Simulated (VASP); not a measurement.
Output of a VASP run:

### OSZICAR
```
       N       E                     dE             d eps       ncg     rms          rms(c)
DAV:   1     0.131760015554E+03    0.13176E+03   -0.93325E+03   676   0.158E+03
DAV:   2    -0.189290463425E+02   -0.15069E+03   -0.14551E+03   701   0.401E+02
DAV:   3    -0.290805965900E+02   -0.10152E+02   -0.10061E+02  1038   0.955E+01
DAV:   4    -0.294035185993E+02   -0.32292E+00   -0.32299E+00   821   0.156E+01
DAV:   5    -0.294185256628E+02   -0.15007E-01   -0.15006E-01  1025   0.302E+00    0.169E+01
DAV:   6    -0.242780249120E+02    0.51405E+01   -0.26602E+01   865   0.598E+01    0.388E+00
DAV:   7    -0.243164102250E+02   -0.38385E-01   -0.18245E+00   751   0.159E+01    0.338E+00
DAV:   8    -0.243266957461E+02   -0.10286E-01   -0.17472E-01  1034   0.378E+00    0.760E-01
DAV:   9    -0.243196837546E+02    0.70120E-02   -0.72648E-02   904   0.359E+00    0.303E-01
DAV:  10    -0.243188728215E+02    0.81093E-03   -0.59930E-03   856   0.108E+00    0.682E-02
DAV:  11    -0.243188801380E+02   -0.73165E-05   -0.27430E-04   949   0.209E-01    0.562E-02
DAV:  12    -0.243188581738E+02    0.21964E-04   -0.14134E-04   881   0.159E-01    0.111E-02
DAV:  13    -0.243188573432E+02    0.83058E-06   -0.10929E-05   791   0.442E-02    0.246E-03
DAV:  14    -0.243188573512E+02   -0.79742E-08   -0.30667E-07   398   0.717E-03
   1 F= -.24318857E+02 E0= -.24318996E+02  d E =0.416189E-03
```

File OUTCAR:
```
------------------------ aborting loop because EDIFF is reached ----------------------------------------
  FORCE on cell =-STRESS in cart. coord.  units (eV):
  Direction    XX          YY          ZZ          XY          YZ          ZX
  --------------------------------------------------------------------------------------
  Total        1.0927159     -1.5140767      1.0981351     -0.2264897      0.0000000      0.0000000
  in kB       68.4255872    -94.8110948     68.7649392    -14.1827244      0.0000000      0.0000000
  external PRESSURE =      14.1264772 kB  Pullay stress =       0.0000000 kB
  volume of cell :       25.59
      direct lattice vectors                 reciprocal lattice vectors
     1.504409000 -2.676668000  0.000000000     0.332356427 -0.186799409  0.000000000
     1.504409000  2.676668000  0.000000000     0.332356427  0.186799409  0.000000000
     0.000000000  0.000000000  3.176939000     0.000000000  0.000000000  0.314768398
 POSITION                                       TOTAL-FORCE (eV/Angst)
 -----------------------------------------------------------------------------------
      0.00000      0.00000      0.00000         0.498160      0.022152      0.000000
      1.50441      0.89222      1.58847         0.737107     -0.146221      0.000000
      1.57321     -0.89222      1.58847        -1.235268      0.124068      0.000000
 -----------------------------------------------------------------------------------
    total drift:                                0.000008      0.000008      0.000000
  FREE ENERGIE OF THE ION-ELECTRON SYSTEM (eV)
  ---------------------------------------------------
  free  energy   TOTEN  =       -24.3188573512 eV

  energy  without entropy=      -24.3192735405  energy(sigma->0) =      -24.31899608
```
(Selected blocks of OUTCAR.)

**POSCAR**
```
TiB2
1
    1.5044090000    -2.6766680000     0.0000000000
    1.5044090000     2.6766680000     0.0000000000
    0.0000000000     0.0000000000     3.1769390000
Ti B
1 2
Direct
  0.0000000000   0.0000000000   0.0000000000
  0.3333330000   0.6666670000   0.5000000000
  0.6895350000   0.3562010000   0.5000000000
```

Q: Write an INCAR and KPOINTS that could have produced this output.

A: Several could match; the one computed here: the input of the run itself, PBE GGA, plane waves, VASP's PBE PAW potentials (set 64).

### KPOINTS
```
Automatic
0
Monkhorst Pack
  5 5 4
0 0 0
```

**INCAR**
```
ALGO = Normal
EDIFF = 1E-6
ENCUT = 520
GGA = PE
ISIF = 2
ISMEAR = 1
LASPH = .TRUE.
LCHARG = .FALSE.
LMAXMIX = 4
LREAL = .FALSE.
LWAVE = .FALSE.
NELM = 100
PREC = Accurate
SIGMA = 0.1
SYSTEM = TiB2
```

POTCAR, in this order: Ti_sv B (PBE.64 set). Program: vasp_std.

The compound is TiB2 in the AlB2 type structure. The cell was not relaxed at this level, atoms are displaced from their ideal sites. The k-mesh is coarse (spacing up to 0.49 per Å, 2π included), so the numbers may not be converged in it. The run is one of a series of settings (KPOINTS 5×5×4 Monkhorst-Pack mesh against the base run), some of them coarse on purpose.
